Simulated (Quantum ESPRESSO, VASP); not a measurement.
An input for Quantum ESPRESSO (PBEsol, SSSP 1.1.2 precision (PBE) pseudopotentials):

```
&control
  calculation = 'scf'
  prefix = 'run'
  outdir = './tmp/'
  pseudo_dir = './'
  tprnfor = .true.
  tstress = .true.
/
&system
  ibrav = 11
  celldm(1) = 5.93882717
  celldm(2) = 1.4245385803
  celldm(3) = 2.2136283161
  nat = 5
  ntyp = 3
  ecutwfc = 65
  ecutrho = 520
  occupations = 'smearing'
  smearing = 'fermi-dirac'
  degauss = 0.0073499
  input_dft = 'pbesol'
/
&electrons
  conv_thr = 1.0e-11
  mixing_beta = 0.5
/
ATOMIC_SPECIES
Ni    58.6934  ni_pbe_v1.4.uspp.F.UPF
B     10.8100  B_pbe_v1.01.uspp.F.UPF
W    183.8400  W_pbe_v1.2.uspp.F.UPF
ATOMIC_POSITIONS crystal
Ni    0.00000000    0.00000000    0.00000000
B     0.50000000   -0.20381000    0.70381000
B    -0.50000000    0.20381000    0.29619000
W     0.20059000   -0.50000000    0.70059000
W    -0.20059000    0.50000000    0.29941000
K_POINTS automatic
8 8 8  0 0 0
```

Translate it to VASP.

One set of files that does it:

File POSCAR:
```
Ni(BW)2
1
   -1.5713460000     2.2384430000     3.4783760000
    1.5713460000    -2.2384430000     3.4783760000
    1.5713460000     2.2384430000    -3.4783760000
Ni B W
1 2 2
Direct
  0.0000000000   0.0000000000   0.0000000000
  0.7038100000   0.5000000000   0.2038100000
  0.2961900000   0.5000000000   0.7961900000
  0.7005900000   0.2005900000   0.5000000000
  0.2994100000   0.7994100000   0.5000000000
```

INCAR:
```
SYSTEM = Ni(BW)2
PREC = Accurate
ENCUT = 400
EDIFF = 1E-6
NELM = 100
ALGO = Normal
LREAL = .FALSE.
LASPH = .TRUE.
ISMEAR = -1
SIGMA = 0.1
GGA = PS
LMAXMIX = 6
LWAVE = .FALSE.
LCHARG = .FALSE.
ISIF = 2
```

### KPOINTS
```
kpoints
0
Gamma
8 8 8
```

POTCAR, in this order: Ni B W_sv (PBE.64 set). Program: vasp_std.

Both inputs were run and reached self-consistency, which says nothing on mesh or cut-off. Potentials, basis and cut-offs are each code's own, so they don't translate, and total energies aren't comparable.

The structure comes from a computed database's NiW2B2 entry; how it stands against other phases isn't given here. The cell was not relaxed at this level, and it may have been scaled.
